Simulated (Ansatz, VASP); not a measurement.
**InP: VASP beside Ansatz**

Wanted: the spread between two codes on one cell, functional and k mesh. The cell is taken from a series of runs on this material, whose earlier steps may have relaxed, scaled, displaced or heated it; both programs get it as it stands.

Method: plane waves, with VASP 6.6.1 beside it; G0W0 gap at PBE0 form with 5 % exact exchange with an exact-exchange share of 0.05, in Ansatz 0.2.0.

## (1) The starting structure

Symmetry: F-43m, No. 216, cubic system. Conventional cell: a = 5.869 Å, b = 5.869 Å, c = 5.869 Å, α = 90.00°, β = 90.00°, γ = 90.00°. In has 4 P at 2.54 Å nearest. Nearest to P lie 4 In at 2.54 Å. Farther neighbours are not listed.

Structure file:

```xyz
2
Lattice="0.0000 2.9343 2.9343 2.9343 0.0000 2.9343 2.9343 2.9343 0.0000" Properties=species:S:1:pos:R:3 pbc="T T T"
In    0.0000    0.0000    0.0000
P     1.4672    1.4672    1.4672
```

## (2) VASP: G0W0 gap, PBE0 form with 5 % exact exchange with an exact-exchange share of 0.05

Quasiparticle shifts depend on high empty states and on the cores, so they are the hardest test of two PAW sets.

Lines of VASP's logs that name or quote its potential files are left out, and so is its time.

The run reads the wave functions of an earlier VASP run, which isn't shown here.

Input file INCAR:

```
SYSTEM = InP
PREC = Accurate
ENCUT = 300
ISMEAR = 0
SIGMA = 0.01
LREAL = .FALSE.
LHFCALC = .TRUE.
AEXX = 0.05
GGA = PE
LASPH = .TRUE.
NBANDS = 224
PRECFOCK = Fast
ALGO = EVGW0
NELMGW = 1
ENCUTGW = 150
NOMEGA = 64
NBANDSGW = 24
LWAVE = .FALSE.
LCHARG = .FALSE.
```

Input file POSCAR:

```
InP
1.0
    0.0000000000      2.9343500000      2.9343500000
    2.9343500000      0.0000000000      2.9343500000
    2.9343500000      2.9343500000      0.0000000000
In P
1 1
Direct
    0.0000000000      0.0000000000      0.0000000000
    0.2500000000      0.2500000000      0.2500000000
```

Input file KPOINTS:

```
Automatic mesh
0
Gamma
6 6 6
0 0 0
```

Potentials, in the order of the species: In_d_GW and P_GW (PBE family, release 64).

On the command line:

```bash
$ mpirun -np 8 vasp_std
```

Numbers of over 12 decimals in the logs are rounded to 6 here.

What it wrote:

```text
[banner, memory and clock lines left out]
running    8 mpi-ranks, on    1 nodes
 distrk:  each k-point on    8 cores,    1 groups
 distr:  one band on    1 cores,    8 groups

 POSCAR found type information on POSCAR InP
 POSCAR found :  2 types and       2 ions
|                                                                             |
|           W    W    AA    RRRRR   N    N  II  N    N   GGGG   !!!           |
|           W    W   A  A   R    R  NN   N  II  NN   N  G    G  !!!           |
|           W    W  A    A  R    R  N N  N  II  N N  N  G       !!!           |
|           W WW W  AAAAAA  RRRRR   N  N N  II  N  N N  G  GGG   !            |
|           WW  WW  A    A  R   R   N   NN  II  N   NN  G    G                |
|           W    W  A    A  R    R  N    N  II  N    N   GGGG   !!!           |
|                                                                             |
|     For optimal performance we recommend to set                             |
|       NCORE = 2 up to number-of-cores-per-socket                            |
|     NCORE specifies how many cores store one orbital (NPAR=cpu/NCORE).      |
|     This setting can greatly improve the performance of VASP for DFT.       |
|     The default, NCORE=1 might be grossly inefficient on modern             |
|     multi-core architectures or massively parallel machines. Do your        |
|     Unfortunately you need to use the default for GW and RPA                |
|     calculations (for HF NCORE is supported but not extensively tested      |
|     yet).                                                                   |
|                                                                             |

|                                                                             |
|           W    W    AA    RRRRR   N    N  II  N    N   GGGG   !!!           |
|           W    W   A  A   R    R  NN   N  II  NN   N  G    G  !!!           |
|           W    W  A    A  R    R  N N  N  II  N N  N  G       !!!           |
|           W WW W  AAAAAA  RRRRR   N  N N  II  N  N N  G  GGG   !            |
|           WW  WW  A    A  R   R   N   NN  II  N   NN  G    G                |
|           W    W  A    A  R    R  N    N  II  N    N   GGGG   !!!           |
|                                                                             |
|     The default for ENCUTGWSOFT is different in this version of VASP.       |
|     please manually set ENCUTGWSOFT =150 in the INCAR file.                 |
|                                                                             |

 LDA part: xc-table for (Slater+PW92), standard interpolation
 found WAVECAR, reading the header
 POSCAR, INCAR and KPOINTS ok, starting setup
 FFT: planning ... GRIDC
 FFT: planning ... GRID_SOFT
 FFT: planning ... GRID
 reading WAVECAR
 the WAVECAR file was read successfully
 initial charge from wavefunction
 available memory per node:    107.42 GB, setting MAXMEM to    109994

 The Fermi energy was updated, please check that it is located mid-gap
 values below the HOMO (VB) or above the LUMO (CB) will cause erroneous energies
 E-fermi :   4.2098

 calculate exact exchange contribution
 the WAVEDER file was read successfully
energies w=
    0.000    0.000    0.387    0.000    0.773    0.000    1.158    0.000
    1.540    0.000    1.919    0.000    2.293    0.000    2.664    0.000
    3.029    0.000    3.390    0.000    3.746    0.000    4.097    0.000
    4.443    0.000    4.784    0.000    5.121    0.000    5.454    0.000
    5.784    0.000    6.110    0.000    6.435    0.000    6.757    0.000
    7.079    0.000    7.400    0.000    7.721    0.000    8.043    0.000
    8.367    0.000    8.694    0.000    9.025    0.000    9.360    0.000
    9.700    0.000   10.048    0.000   10.403    0.000   10.768    0.000
   11.144    0.000   11.532    0.000   11.934    0.000   12.353    0.000
   12.790    0.000   13.249    0.000   13.733    0.000   14.244    0.000
   14.786    0.000   15.365    0.000   15.987    0.000   16.656    0.000
   17.383    0.000   18.174    0.000   19.043    0.000   20.003    0.000
   21.071    0.000   22.270    0.000   23.625    0.000   25.174    0.000
   26.963    0.000   29.054    0.000   31.533    0.000   34.520    0.000
   38.188    0.000   42.801    0.000   48.772    0.000   56.796    0.000
   68.137    0.000   85.355    0.000  114.545    0.000  174.666    0.000
 responsefunction array rank=     224
 LDA part: xc-table for (Slater+PW92), standard interpolation

 min. memory requirement per mpi rank    306.9 MB, per node   2455.6 MB

 allocating   8 responsefunctions rank=   224
 shmem allocating  64 responsefunctions rank=   224
 response function shared by NCSHMEM nodes    1
 Doing            8  frequencies on each core in blocks of           64
NQ=   1    0.0000    0.0000    0.0000,
|.........|.........|.........|.........|.........|.........|.........|.........
 performed       1007000 updates of chi_q(r,r)
 total number of BLAS operations        264.17 Gflops
NQ=   2    0.1667    0.0000    0.0000,
|.........|.........|.........|.........|.........|.........|.........|.........
 performed       2746000 updates of chi_q(r,r)
 total number of BLAS operations        848.85 Gflops
NQ=   3    0.3333    0.0000    0.0000,
|.........|.........|.........|.........|.........|.........|.........|.........
 performed       4485000 updates of chi_q(r,r)
 total number of BLAS operations       1433.53 Gflops
NQ=   4    0.5000    0.0000    0.0000,
|.........|.........|.........|.........|.........|.........|.........|.........
 performed       5966000 updates of chi_q(r,r)
 total number of BLAS operations       1956.05 Gflops
NQ=   5    0.1667    0.1667    0.0000,
|.........|.........|.........|.........|.........|.........|.........|.........
 performed       7705000 updates of chi_q(r,r)
 total number of BLAS operations       2523.74 Gflops
NQ=   6    0.3333    0.1667    0.0000,
|.........|.........|.........|.........|.........|.........|.........|.........
 performed      10368000 updates of chi_q(r,r)
 total number of BLAS operations       3499.66 Gflops
NQ=   7    0.5000    0.1667    0.0000,
|.........|.........|.........|.........|.........|.........|.........|.........
 performed      13031000 updates of chi_q(r,r)
 total number of BLAS operations       4503.13 Gflops
NQ=   8   -0.3333    0.1667    0.0000,
|.........|.........|.........|.........|.........|.........|.........|.........
 performed      15694000 updates of chi_q(r,r)
 total number of BLAS operations       5451.87 Gflops
NQ=   9   -0.1667    0.1667    0.0000,
|.........|.........|.........|.........|.........|.........|.........|.........
 performed      18013000 updates of chi_q(r,r)
 total number of BLAS operations       6254.75 Gflops
NQ=  10    0.3333    0.3333    0.0000,
|.........|.........|.........|.........|.........|.........|.........|.........
 performed      19752000 updates of chi_q(r,r)
 total number of BLAS operations       6915.93 Gflops
NQ=  11    0.5000    0.3333    0.0000,
|.........|.........|.........|.........|.........|.........|.........|.........
 performed      22415000 updates of chi_q(r,r)
 total number of BLAS operations       7846.78 Gflops
NQ=  12   -0.3333    0.3333    0.0000,
|.........|.........|.........|.........|.........|.........|.........|.........
 performed      24734000 updates of chi_q(r,r)
 total number of BLAS operations       8744.97 Gflops
NQ=  13    0.5000    0.5000    0.0000,
|.........|.........|.........|.........|.........|.........|.........|.........
 performed      26064000 updates of chi_q(r,r)
 total number of BLAS operations       9269.55 Gflops
NQ=  14    0.5000    0.3333    0.1667,
|.........|.........|.........|.........|.........|.........|.........|.........
 performed      29050000 updates of chi_q(r,r)
 total number of BLAS operations      10323.12 Gflops
NQ=  15   -0.3333    0.3333    0.1667,
|.........|.........|.........|.........|.........|.........|.........|.........
 performed      31864000 updates of chi_q(r,r)
 total number of BLAS operations      11335.01 Gflops
NQ=  16   -0.3333    0.5000    0.1667,
|.........|.........|.........|.........|.........|.........|.........|.........
 performed      34194000 updates of chi_q(r,r)
 total number of BLAS operations      12141.60 Gflops
 resolving degeneracies of screened two electron integrals

 calculate QP shifts <psi_nk| G(iteration)W_0 |psi_nk>: iteration 1
 entering main loop
```

OUTCAR, selected parts (step 2):

```text
ion  position               nearest neighbor table
   1  0.000  0.000  0.000-   2 2.54   2 2.54   2 2.54   2 2.54
   2  0.250  0.250  0.250-   1 2.54   1 2.54   1 2.54   1 2.54

  LATTYP: Found a face centered cubic cell.
 ALAT       =     5.8687000000

 Subroutine GETGRP returns: Found 24 space group operations
 (whereof 24 operations were pure point group operations)

The static configuration has the point symmetry T_d .

 Found     16 irreducible k-points:

   k-points           NKPTS =     16   k-points in BZ     NKDIM =    216   number of bands    NBANDS=    224

   dimension x,y,z NGX =    24 NGY =   24 NGZ =   24
   dimension x,y,z NGXF=    48 NGYF=   48 NGZF=   48

   ENCUT  =  300.0 eV  22.05 Ry    4.70 a.u.   5.86  5.86  5.86*2*pi/ulx,y,z

   NELECT =      18.0000    total number of electrons

  energy-cutoff  :      300.00
  volume of cell :       50.53
      direct lattice vectors                 reciprocal lattice vectors
     0.000000000  2.934350000  2.934350000    -0.170395488  0.170395488  0.170395488
     2.934350000  0.000000000  2.934350000     0.170395488 -0.170395488  0.170395488
     2.934350000  2.934350000  0.000000000     0.170395488  0.170395488 -0.170395488

 k-points in reciprocal lattice and weights: Automatic mesh
   0.00000000  0.00000000  0.00000000       0.005
   0.16666667  0.00000000  0.00000000       0.037
   0.33333333  0.00000000  0.00000000       0.037
   0.50000000  0.00000000  0.00000000       0.019
   0.16666667  0.16666667  0.00000000       0.028
   0.33333333  0.16666667  0.00000000       0.111
   0.50000000  0.16666667  0.00000000       0.111
  -0.33333333  0.16666667  0.00000000       0.111
  -0.16666667  0.16666667  0.00000000       0.056
[...]
-0.33333333  0.33333333  0.16666667       0.111
  -0.33333333  0.50000000  0.16666667       0.056

 E-fermi :   4.2098

 QP shifts <psi_nk| G(iteration)W_0 |psi_nk>: iteration 1
 for sc-GW calculations column KS-energies equals QP-energies in previous step
 and V_xc(KS)=  KS-energies - (<T + V_ion + V_H > + <T+V_H+V_ion>^1  + <V_x>^1)
 k-point   1 :       0.0000    0.0000    0.0000
  band No.  KS-energies  QP-energies   sigma(KS)   V_xc(KS)     V^pw_x(r,r')   Z            occupation Imag(sigma)
    ...
      6      -8.0288      -8.2313     -12.0410     -11.7152     -18.2658       0.6217       2.0000       0.7955
      7       3.7363       3.2933     -12.9637     -12.3771     -13.8486       0.7553       2.0000       0.0373
      8       3.7363       3.2933     -12.9637     -12.3771     -13.8486       0.7553       2.0000       0.0373
      9       3.7363       3.2933     -12.9637     -12.3771     -13.8486       0.7553       2.0000       0.0373
     10       4.6834       4.6570     -10.8025     -10.7684      -7.1172       0.7742       0.0000      -0.0222
     11       8.1178       8.1259      -9.8191      -9.8297      -5.5243       0.7654       0.0000      -0.0373
     12       8.1178       8.1259      -9.8191      -9.8297      -5.5243       0.7654       0.0000      -0.0373
     13       8.1178       8.1259      -9.8191      -9.8297      -5.5243       0.7654       0.0000      -0.0373
    ...

 k-point   2 :       0.1667    0.0000    0.0000
  band No.  KS-energies  QP-energies   sigma(KS)   V_xc(KS)     V^pw_x(r,r')   Z            occupation Imag(sigma)
    ...
      6      -7.7118      -7.9426     -12.2136     -11.8493     -18.2977       0.6335       2.0000       0.7825
      7       1.5249       1.0664     -12.2908     -11.6704     -13.6564       0.7391       2.0000       0.0535
      8       3.4280       2.9707     -12.7889     -12.1819     -13.7628       0.7533       2.0000       0.0373
      9       3.4280       2.9707     -12.7889     -12.1819     -13.7628       0.7533       2.0000       0.0373
     10       5.7902       5.7662     -10.6894     -10.6582      -6.8777       0.7692       0.0000      -0.0262
     11       8.5209       8.4848     -10.0664     -10.0186      -5.6482       0.7552       0.0000      -0.0478
     12       8.5637       8.5788      -9.9428      -9.9627      -5.5061       0.7579       0.0000      -0.0426
     13       8.5637       8.5788      -9.9428      -9.9627      -5.5061       0.7579       0.0000      -0.0426
    ...

 k-point   3 :       0.3333    0.0000    0.0000
  band No.  KS-energies  QP-energies   sigma(KS)   V_xc(KS)     V^pw_x(r,r')   Z            occupation Imag(sigma)
    ...
      6      -6.8934      -7.1687     -12.6337     -12.2165     -18.3979       0.6596       2.0000       0.7245
      7      -0.9182      -1.3889     -11.8293     -11.1603     -14.4321       0.7035       2.0000       0.1295
      8       2.9455       2.4653     -12.6083     -11.9679     -13.7660       0.7498       2.0000       0.0384
      9       2.9455       2.4653     -12.6083     -11.9679     -13.7660       0.7498       2.0000       0.0384
     10       5.6494       5.6275     -10.2547     -10.2264      -6.3850       0.7737       0.0000      -0.0250
     11       8.9073       8.9072      -9.7207      -9.7206      -5.1986       0.7562       0.0000      -0.0505
     12       8.9073       8.9072      -9.7207      -9.7206      -5.1986       0.7562       0.0000      -0.0505
     13      10.3247      10.2184      -9.8865      -9.7411      -4.7547       0.7307       0.0000      -0.1108
    ...

 k-point   4 :       0.5000    0.0000    0.0000
  band No.  KS-energies  QP-energies   sigma(KS)   V_xc(KS)     V^pw_x(r,r')   Z            occupation Imag(sigma)
    ...
      6      -6.2844      -6.5742     -13.0406     -12.6067     -18.6024       0.6680       2.0000       0.6639
      7      -2.1076      -2.5702     -11.3829     -10.7177     -14.5176       0.6955       2.0000       0.2170
      8       2.7460       2.2567     -12.5527     -11.8984     -13.7903       0.7478       2.0000       0.0387
      9       2.7460       2.2567     -12.5527     -11.8984     -13.7903       0.7478       2.0000       0.0387
     10       5.4928       5.4658     -10.2316     -10.1968      -6.3997       0.7747       0.0000      -0.0242
     11       8.8464       8.8318      -9.5311      -9.5119      -5.0561       0.7577       0.0000      -0.0509
     12       8.8464       8.8318      -9.5311      -9.5119      -5.0561       0.7577       0.0000      -0.0509
     13      11.1563      10.9048      -8.6675      -8.3243      -3.4336       0.7328       0.0000      -0.1455
    ...

[... 4 further parts left out ...]
```

(Continued in part 2 of 2.)

[Lines on the potential files, build, host, timing and source positions are cut from VASP's logs without a mark.]

[Logs are printed without paths, hosts, clocks, repeated set-up lines and the standing remarks that a program may print on its own settings, such as how far it seeks lower states.]

[Hosts, paths, dates, database ids (printed as entryN), source tags and the programs' standing remarks are cut or masked in the printed files.]
